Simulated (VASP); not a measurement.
Level of theory: vdW-DF2, VASP's PBE PAW potentials (set 64) (plane waves; VASP 6.6.1).

Input for VASP

POSCAR:
```
Bi
1
    4.5260844396    -2.3331715080     0.0843052302
    4.5260844396     2.3331715080     0.0843052302
    3.2519132956     0.0000000000     3.9193490102
Bi
2
Direct
  0.2289693128   0.2289693128   0.2289693128
  0.7710306872   0.7710306872   0.7710306872
```

**INCAR**
```
# general
SYSTEM   = Bi
PREC     = Accurate
ENCUT    = 520   # plane-wave cut-off (eV)
LREAL    = .FALSE.
LASPH    = .TRUE.   # aspherical one-centre terms

# electronic loop
EDIFF    = 1E-7
NELM     = 100
ALGO     = Normal   # blocked Davidson
LMAXMIX  = 4

# smearing
ISMEAR   = 0
SIGMA    = 0.05   # width (eV)

# functional
GGA      = ML
LUSE_VDW = .TRUE.
AGGAC    = 0.0
ZAB_VDW  = -1.8867

# ions
IBRION   = 2
NSW      = 30   # most ionic steps
ISIF     = 4
EDIFFG   = -0.01

# output
LWAVE    = .FALSE.
LCHARG   = .FALSE.
```

File KPOINTS:
```
kpoints
0
gamma
 7 7 7
```

POTCAR, in this order: Bi_d (PBE.64 set). Program: vasp_std.

What VASP printed:

### OUTCAR
```
 ion  position               nearest neighbor table
   1  0.229  0.229  0.229-   2 3.14   2 3.14   2 3.14   2 3.82   2 3.82   2 3.82
   2  0.771  0.771  0.771-   1 3.14   1 3.14   1 3.14   1 3.82   1 3.82   1 3.82
  LATTYP: Found a trigonal (rhomboedric) cell.
 ALAT       =     5.0927632001
 COS(alpha) =     0.5802251058
 Subroutine PRICEL returns:
 Original cell was already a primitive cell.
 Subroutine GETGRP returns: Found 12 space group operations
The static configuration has the point symmetry D_3d.
The dynamic configuration has the point symmetry D_3d.
 Subroutine INISYM returns: Found 12 space group operations
 Subroutine IBZKPT returns following result:
 Found     44 irreducible k-points:

 Following reciprocal coordinates:
            Coordinates               Weight
  0.000000  0.000000  0.000000      1.000000
  0.142857  0.000000  0.000000      6.000000
  0.285714 -0.000000  0.000000      6.000000
  0.428571 -0.000000  0.000000      6.000000
  0.142857  0.142857  0.000000      6.000000
  0.285714  0.142857  0.000000     12.000000
  0.428571  0.142857 -0.000000     12.000000
 -0.428571  0.142857 -0.000000     12.000000
 -0.285714  0.142857  0.000000     12.000000
 -0.142857  0.142857  0.000000      6.000000
  0.285714  0.285714 -0.000000      6.000000
  0.428571  0.285714  0.000000     12.000000
 -0.428571  0.285714 -0.000000     12.000000
 -0.285714  0.285714  0.000000      6.000000
  0.428571  0.428571  0.000000      6.000000
 -0.428571  0.428571  0.000000      6.000000
  0.142857  0.142857  0.142857      2.000000
  0.285714  0.142857  0.142857      6.000000
  0.428571  0.142857  0.142857      6.000000
 -0.428571  0.142857  0.142857      6.000000
 -0.285714  0.142857  0.142857      6.000000
 -0.142857  0.142857  0.142857      6.000000
  0.285714  0.285714  0.142857      6.000000
...
```

**OSZICAR**
```
       N       E                     dE             d eps       ncg     rms          rms(c)
DAV:   1     0.302713953065E+03    0.30271E+03   -0.16457E+04  1672   0.180E+03
DAV:   2     0.236571326245E+02   -0.27906E+03   -0.27499E+03  1684   0.449E+02
DAV:   3     0.825151468835E-01   -0.23575E+02   -0.23243E+02  1943   0.156E+02
DAV:   4    -0.732079841214E+00   -0.81459E+00   -0.81338E+00  1782   0.322E+01
DAV:   5    -0.775346473121E+00   -0.43267E-01   -0.43265E-01  2399   0.665E+00    0.117E+00
DAV:   6    -0.765389026827E+00    0.99574E-02   -0.32844E-02  1933   0.221E+00    0.662E-01
DAV:   7    -0.764082223538E+00    0.13068E-02   -0.27674E-02  1698   0.204E+00    0.151E-01
DAV:   8    -0.764863290208E+00   -0.78107E-03   -0.28532E-03  1791   0.568E-01    0.414E-02
DAV:   9    -0.764934461266E+00   -0.71171E-04   -0.21062E-04  2090   0.141E-01    0.750E-03
DAV:  10    -0.764930749665E+00    0.37116E-05   -0.11045E-05  2150   0.386E-02    0.324E-03
DAV:  11    -0.764930666525E+00    0.83140E-07   -0.29843E-06  1690   0.155E-02    0.730E-04
DAV:  12    -0.764930923544E+00   -0.25702E-06   -0.74846E-08  1087   0.254E-03    0.282E-04
DAV:  13    -0.764930987568E+00   -0.64024E-07   -0.70030E-08  1044   0.261E-03
   1 F= -.76493099E+00 E0= -.76454740E+00  d E =-.764931E+00
       N       E                     dE             d eps       ncg     rms          rms(c)
DAV:   1    -0.765673095701E+00   -0.74217E-03   -0.92828E-01  1813   0.664E+00    0.224E-01
DAV:   2    -0.767898428771E+00   -0.22253E-02   -0.35280E-02  2439   0.232E+00    0.134E-01
DAV:   3    -0.767270214282E+00    0.62821E-03   -0.12565E-03  2223   0.535E-01    0.235E-02
DAV:   4    -0.767295691275E+00   -0.25477E-04   -0.39469E-04  1798   0.197E-01    0.923E-03
DAV:   5    -0.767296239197E+00   -0.54792E-06   -0.19323E-05  2347   0.548E-02    0.335E-03
DAV:   6    -0.767296304879E+00   -0.65682E-07   -0.12216E-06  1910   0.146E-02    0.111E-03
DAV:   7    -0.767296258433E+00    0.46446E-07   -0.73683E-08   962   0.305E-03
   2 F= -.76729626E+00 E0= -.76693415E+00  d E =-.236527E-02
       N       E                     dE             d eps       ncg     rms          rms(c)
DAV:   1    -0.759813013477E+00    0.74833E-02   -0.59525E+00  1810   0.169E+01    0.564E-01
DAV:   2    -0.772881313718E+00   -0.13068E-01   -0.21393E-01  2439   0.541E+00    0.339E-01
DAV:   3    -0.768832351974E+00    0.40490E-02   -0.79496E-03  2107   0.131E+00    0.521E-02
DAV:   4    -0.769023234820E+00   -0.19088E-03   -0.25214E-03  1809   0.534E-01    0.237E-02
DAV:   5    -0.769020835839E+00    0.23990E-05   -0.11229E-04  2465   0.132E-01    0.906E-03
DAV:   6    -0.769021279854E+00   -0.44401E-06   -0.79196E-06  1846   0.359E-02    0.285E-03
DAV:   7    -0.769021143204E+00    0.13665E-06   -0.60097E-07  1893   0.737E-03    0.687E-04
DAV:   8    -0.769021155220E+00   -0.12016E-07   -0.55157E-08   893   0.339E-03
   3 F= -.76902116E+00 E0= -.76872470E+00  d E =-.409017E-02
       N       E                     dE             d eps       ncg     rms          rms(c)
DAV:   1    -0.768680433304E+00    0.34071E-03   -0.23016E-01  1810   0.331E+00    0.112E-01
DAV:   2    -0.769285964657E+00   -0.60553E-03   -0.92663E-03  2430   0.120E+00    0.668E-02
DAV:   3    -0.769136471752E+00    0.14949E-03   -0.29358E-04  2182   0.259E-01    0.126E-02
DAV:   4    -0.769141553610E+00   -0.50819E-05   -0.94306E-05  1948   0.932E-02    0.438E-03
DAV:   5    -0.769140629234E+00    0.92438E-06   -0.43520E-06  2218   0.268E-02    0.159E-03
DAV:   6    -0.769140632043E+00   -0.28085E-08   -0.29257E-07  1350   0.793E-03
   4 F= -.76914063E+00 E0= -.76883039E+00  d E =-.420964E-02
       N       E                     dE             d eps       ncg     rms          rms(c)
DAV:   1    -0.774010390355E+00   -0.48698E-02   -0.21022E-01  1710   0.380E+00    0.338E-01
DAV:   2    -0.771354589160E+00    0.26558E-02   -0.87496E-03  2218   0.150E+00    0.218E-01
DAV:   3    -0.769579758654E+00    0.17748E-02   -0.31659E-03  2071   0.111E+00    0.215E-02
DAV:   4    -0.769659761721E+00   -0.80003E-04   -0.10249E-03  1720   0.415E-01    0.137E-02
DAV:   5    -0.769660298742E+00   -0.53702E-06   -0.37199E-05  2180   0.603E-02    0.438E-03
DAV:   6    -0.769659979340E+00    0.31940E-06   -0.38269E-06  2085   0.304E-02    0.164E-03
DAV:   7    -0.769660048027E+00   -0.68687E-07   -0.50023E-07  1463   0.106E-02
   5 F= -.76966005E+00 E0= -.76944283E+00  d E =-.519416E-03
       N       E                     dE             d eps       ncg     rms          rms(c)
DAV:   1    -0.779424141956E+00   -0.97642E-02   -0.45887E-01  1710   0.562E+00    0.500E-01
DAV:   2    -0.773640978924E+00    0.57832E-02   -0.19009E-02  2066   0.214E+00    0.321E-01
DAV:   3    -0.769800592705E+00    0.38404E-02   -0.69721E-03  2079   0.159E+00    0.316E-02
DAV:   4    -0.769959839799E+00   -0.15925E-03   -0.20843E-03  1720   0.590E-01    0.204E-02
DAV:   5    -0.769960118836E+00   -0.27904E-06   -0.78064E-05  2103   0.879E-02    0.620E-03
DAV:   6    -0.769959539869E+00    0.57897E-06   -0.83639E-06  2091   0.429E-02    0.246E-03
DAV:   7    -0.769959641310E+00   -0.10144E-06   -0.11883E-06  1727   0.162E-02    0.492E-04
DAV:   8    -0.769959669992E+00   -0.28682E-07   -0.13682E-07  1182   0.566E-03
   6 F= -.76995967E+00 E0= -.76985231E+00  d E =-.819038E-03
```

File OUTCAR:
```
------------------------ aborting loop because EDIFF is reached ----------------------------------------
  FORCE on cell =-STRESS in cart. coord.  units (eV):
  Direction    XX          YY          ZZ          XY          YZ          ZX
  --------------------------------------------------------------------------------------
  Total        0.2748845      0.2744906      0.2745342      0.0000000      0.0000000      0.0001308
  in kB        5.4039557      5.3962128      5.3970690      0.0000000      0.0000000      0.0025715
  external PRESSURE =       5.3990791 kB  Pullay stress =       0.0000000 kB
  volume of cell :       81.50
      direct lattice vectors                 reciprocal lattice vectors
     4.457498732 -2.354036886  0.048823847     0.113174058 -0.212401090 -0.091619564
     4.457498732  2.354036886  0.048823847     0.113174058  0.212401090 -0.091619564
     3.171932725  0.000000000  3.918164233    -0.002820501  0.000000000  0.257504887
 POSITION                                       TOTAL-FORCE (eV/Angst)
 -----------------------------------------------------------------------------------
      2.78951      0.00000      0.92680        -0.000797      0.000000     -0.000265
      9.29742      0.00000      3.08901         0.000797      0.000000      0.000265
 -----------------------------------------------------------------------------------
    total drift:                               -0.000000     -0.000000      0.000000
  FREE ENERGIE OF THE ION-ELECTRON SYSTEM (eV)
  ---------------------------------------------------
  free  energy   TOTEN  =        -0.7699596700 eV

  energy  without entropy=       -0.7697449556  energy(sigma->0) =       -0.76985231

 reached required accuracy - stopping structural energy minimisation
```
(Selected blocks of OUTCAR.)

**CONTCAR**
```
Bi
   1.00000000000000
     4.4574987322374975   -2.3540368857286369    0.0488238471730076
     4.4574987322374975    2.3540368857286369    0.0488238471730076
     3.1719327254569962    0.0000000000000000    3.9181642330220328
  Bi
     2
Direct
     0.2307871145481042    0.2307871145481042    0.2307871145539127
     0.7692128854518958    0.7692128854518958    0.7692128854460872
```

The compound is Bi in the a7 structure. This cell is one point of a volume scan, at 0.97 of the reference volume. Symmetry was kept, so distortions that lower it aren't found.
